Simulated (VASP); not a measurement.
VASP ran on this input.

### INCAR
```
LASPH=.True.   ! aspherical one-centre terms
ALGO=Normal   ! blocked Davidson
LREAL=.False.   ! projection in real space or not
SYSTEM=Tc2Ge
PREC=Accurate
ENCUT=300
NELM=100
LCHARG=.False.
LWAVE=.False.
SIGMA=0.1   ! width (eV)
LMAXMIX=4   ! l cut-off of mixed one-centre charges
ISMEAR=-1   ! Fermi-Dirac
ISIF=2
EDIFF=1E-6
```

KPOINTS:
```
Regular mesh
0
gamma
 3 3 2
```

File POSCAR:
```
Tc2Ge
12.3712960
  0.3276870103   0.0000000000   0.0000000000
  0.0000000000   0.3276870103   0.0000000000
  0.0000000000   0.0000000000   0.5000000000
Tc Ge
4 2
direct
  0.0000000000   0.0000000000   0.0000000000
  0.5000000000   0.5000000000   0.0000000000
  0.5000000000   0.0000000000   0.2700000000
  0.0000000000   0.5000000000   0.7300000000
  0.5000000000   0.0000000000   0.7000000000
  0.0000000000   0.5000000000   0.3000000000
```

POTCAR, in this order: Tc_pv Ge_d (LDA.64 set). Program: vasp_std.

Problem. Write an equivalent input for Quantum ESPRESSO's pw.x.

Solution. One equivalent input (not run):
```
&CONTROL
  calculation = 'scf'
  pseudo_dir = './pseudo'
  outdir = './out'
  tprnfor = .true.
  tstress = .true.
/
&SYSTEM
  ibrav = 0
  nat = 6
  ntyp = 2
  ecutwfc = 88
  occupations = 'smearing'
  smearing = 'fermi-dirac'
  degauss = 0.00735
  input_dft = 'pz'
/
&ELECTRONS
  conv_thr = 7.3e-08
  electron_maxstep = 100
/
ATOMIC_SPECIES
  Tc 97.907 Tc.upf
  Ge 72.630 Ge.upf
CELL_PARAMETERS angstrom
     4.0539130    0.0000000    0.0000000
     0.0000000    4.0539130    0.0000000
     0.0000000    0.0000000    6.1856480
ATOMIC_POSITIONS crystal
  Tc   0.0000000  0.0000000  0.0000000
  Tc   0.5000000  0.5000000  0.0000000
  Tc   0.5000000  0.0000000  0.2700000
  Tc   0.0000000  0.5000000  0.7300000
  Ge   0.5000000  0.0000000  0.7000000
  Ge   0.0000000  0.5000000  0.3000000
K_POINTS automatic
  3 3 2 0 0 0
```
What does not carry over: the potentials are each code's own (VASP's PAW set, PseudoDojo norm-conserving files in pw.x), so ENCUT and ecutwfc are chosen apart and not converted; conv_thr bounds pw.x's estimated SCF error, while EDIFF bounds the energy change between steps.

The structure was generated: Tc2Ge was put into an ordered model structure, which need not be its known phase. The cell was not relaxed at this level. The k-mesh is coarse (spacing up to 0.52 per Å, 2π included), so the numbers may not be converged in it. The run is one of a series of settings (GGA removed, POTCAR Tc_pv Ge_d (LDA.64 set) against the base run), some of them coarse on purpose.
